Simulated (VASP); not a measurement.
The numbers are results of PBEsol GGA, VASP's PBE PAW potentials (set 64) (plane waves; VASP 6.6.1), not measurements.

The input files of a VASP run:

**POSCAR**
```
MgI2
1.0
  1.7746031358  -3.0736949013   0.0000000000
  1.7746031358   3.0736949013   0.0000000000
  0.0000000000   0.0000000000   5.8553840435
Mg I
1 2
Cart
  3.5492062716   0.0000000000   5.8553840435
  1.7746031358   1.0245670162   1.6506334739
  1.7746031358  -1.0245670162   4.2047505696
```

### KPOINTS
```
Regular mesh
0
Gamma
 7 7 4
0 0 0
```

### INCAR
```
# general
SYSTEM   =  MgI2
PREC     =  Accurate
ENCUT    =  500
LREAL    =  .FALSE.
LASPH    =  .TRUE.

# electronic loop
EDIFF    =  1E-6
NELM     =  100
ALGO     =  Normal
LMAXMIX  =  4

# smearing
ISMEAR   =  0
SIGMA    =  0.05

# functional
GGA      =  PS

# ions
IBRION   =  2
NSW      =  40
ISIF     =  3
EDIFFG   =  -0.02
PSTRESS  =  300

# output
LWAVE    =  .FALSE.
LCHARG   =  .FALSE.
```

POTCAR, in this order: Mg I (PBE.64 set). Program: vasp_std.

What VASP printed:

OSZICAR:
```
       N       E                     dE             d eps       ncg     rms          rms(c)
DAV:   1     0.812948067583E+02    0.81295E+02   -0.64940E+03   680   0.109E+03
DAV:   2    -0.141700451476E+01   -0.82712E+02   -0.75780E+02   984   0.163E+02
DAV:   3    -0.632668170523E+01   -0.49097E+01   -0.48866E+01   844   0.472E+01
DAV:   4    -0.639402327270E+01   -0.67342E-01   -0.67321E-01   800   0.689E+00
DAV:   5    -0.639536441935E+01   -0.13411E-02   -0.13411E-02   820   0.983E-01    0.972E+00
DAV:   6    -0.628677096495E+01    0.10859E+00   -0.11837E-01   732   0.235E+00    0.554E+00
DAV:   7    -0.625987755146E+01    0.26893E-01   -0.12917E-01   772   0.228E+00    0.918E-01
DAV:   8    -0.625918275488E+01    0.69480E-03   -0.86489E-03   752   0.712E-01    0.289E-01
DAV:   9    -0.625896585027E+01    0.21690E-03   -0.10263E-03   784   0.216E-01    0.940E-02
DAV:  10    -0.625893641199E+01    0.29438E-04   -0.28817E-04   764   0.112E-01    0.377E-02
DAV:  11    -0.625893249358E+01    0.39184E-05   -0.22897E-05   784   0.363E-02    0.165E-02
DAV:  12    -0.625893238409E+01    0.10949E-06   -0.28112E-06   732   0.108E-02
   1 F= 0.57018077E+01 E0= 0.57018077E+01  d E =0.570181E+01
```

File OUTCAR:
```
------------------------ aborting loop because EDIFF is reached ----------------------------------------
  FORCE on cell =-STRESS in cart. coord.  units (eV):
  Direction    XX          YY          ZZ          XY          YZ          ZX
  --------------------------------------------------------------------------------------
  Total       11.9656237     11.9655622     11.9608646      0.0000000      0.0000000      0.0000000
  in kB      300.1224903    300.1209489    300.0031213      0.0000000      0.0000000      0.0000000
  external PRESSURE =       0.0821868 kB  Pullay stress =     300.0000000 kB
  volume of cell :       63.88
      direct lattice vectors                 reciprocal lattice vectors
     1.774603136 -3.073694901  0.000000000     0.281753137 -0.162670667  0.000000000
     1.774603136  3.073694901  0.000000000     0.281753137  0.162670667  0.000000000
     0.000000000  0.000000000  5.855384043     0.000000000  0.000000000  0.170782991
 POSITION                                       TOTAL-FORCE (eV/Angst)
 -----------------------------------------------------------------------------------
      0.00000      0.00000      0.00000         0.000000     -0.000000      0.000000
      1.77460      1.02457      1.65063         0.000000     -0.000000      0.008634
      1.77460     -1.02457      4.20475        -0.000000      0.000000     -0.008634
 -----------------------------------------------------------------------------------
    total drift:                               -0.000000     -0.000000      0.000000
  FREE ENERGIE OF THE ION-ELECTRON SYSTEM (eV)
  ---------------------------------------------------
  free  energy   TOTEN  =        -6.2589323841 eV

  energy  without entropy=       -6.2589323841  energy(sigma->0) =       -6.25893238
  enthalpy is  TOTEN    =         5.7018077343 eV   P V=       11.9607401184

 reached required accuracy - stopping structural energy minimisation
```
(Selected blocks of OUTCAR.)

Without a dispersion term in the relaxation, distances and binding between the weakly bound layers, chains or molecules are unreliable, and so is what depends on them.

The compound is MgI2 in the 1T layered structure. It was relaxed first under an external pressure of 30 GPa.
